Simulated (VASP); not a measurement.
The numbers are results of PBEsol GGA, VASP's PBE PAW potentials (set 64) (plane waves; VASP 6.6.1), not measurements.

VASP input:

File KPOINTS:
```
Automatic mesh
0
Gamma
6 6 4
0 0 0
```

INCAR:
```
SYSTEM  =  CdSe
PREC  =  Accurate; ENCUT  =  480; LREAL  =  .False.
LASPH  =  .True.
EDIFF  =  1E-7; NELM  =  100; ALGO  =  Normal
LMAXMIX  =  4
ISMEAR  =  0; SIGMA  =  0.05
GGA  =  PS
ISIF  =  2
LWAVE  =  .False.; LCHARG  =  .False.
```

### POSCAR
```
CdSe
1
    2.1289369438    -3.6874267187     0.0000000000
    2.1289369438     3.6874267187     0.0000000000
    0.0000000000     0.0000000000     6.9428404304
Cd Se
2 2
Direct
  0.6666670000   0.3333330000   0.4999720194
  0.3333330000   0.6666670000   0.9999720194
  0.6666670000   0.3333330000   0.8760279806
  0.3333330000   0.6666670000   0.3760279806
```

POTCAR, in this order: Cd Se (PBE.64 set). Program: vasp_std.

Problem. Predict the energy per atom (σ→0), pressure, band gap (on the k-mesh).

Solution. 
energy per atom (σ→0): -3.080 eV/atom
band gap (on the k-mesh): 0.61 eV
pressure: 2.15 GPa

OSZICAR:
```
...
DAV:   8    -0.123197423892E+02    0.54348E-02   -0.80707E-02   996   0.332E+00    0.421E-01
DAV:   9    -0.123191553321E+02    0.58706E-03   -0.10667E-02  1020   0.140E+00    0.148E-01
DAV:  10    -0.123191469349E+02    0.83972E-05   -0.93788E-04  1074   0.384E-01    0.667E-02
DAV:  11    -0.123192043968E+02   -0.57462E-04   -0.15166E-04  1002   0.923E-02    0.221E-02
DAV:  12    -0.123191990538E+02    0.53430E-05   -0.54702E-05  1170   0.873E-02    0.971E-03
DAV:  13    -0.123192003540E+02   -0.13002E-05   -0.76292E-06   972   0.274E-02    0.390E-03
DAV:  14    -0.123192003610E+02   -0.70631E-08   -0.58473E-07   966   0.360E-03
   1 F= -.12319200E+02 E0= -.12319200E+02  d E =-.102573E-13
```

The compound is CdSe in the wurtzite structure. This cell was strained or had an atom moved on purpose.
